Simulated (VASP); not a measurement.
```
TiC
1.0
    0.00000     2.16755     2.16755
    2.16755     0.00000     2.16755
    2.16755     2.16755     0.00000
Ti C
1 1
Direct
  0.00000   0.00000   0.00000
  0.50000   0.50000   0.50000
```

Level of theory: PBE GGA with D3 dispersion (Becke-Johnson damping), VASP's PBE PAW potentials (set 64) (plane waves; VASP). Settings: 520 eV cut-off, 15×15×15 Γ-centred mesh, first-order Methfessel-Paxton smearing of 0.10 eV, potentials Ti_sv C.

Give the stress tensor in GPa (positive for a compressed cell).

```
-7.42   0.00   0.00
 0.00  -7.42   0.00
 0.00   0.00  -7.42
```
The pressure is its mean diagonal, -7.42 GPa.

The compound is TiC in the rock salt structure. This cell is one point of a volume scan, at 1.03 of the reference volume.
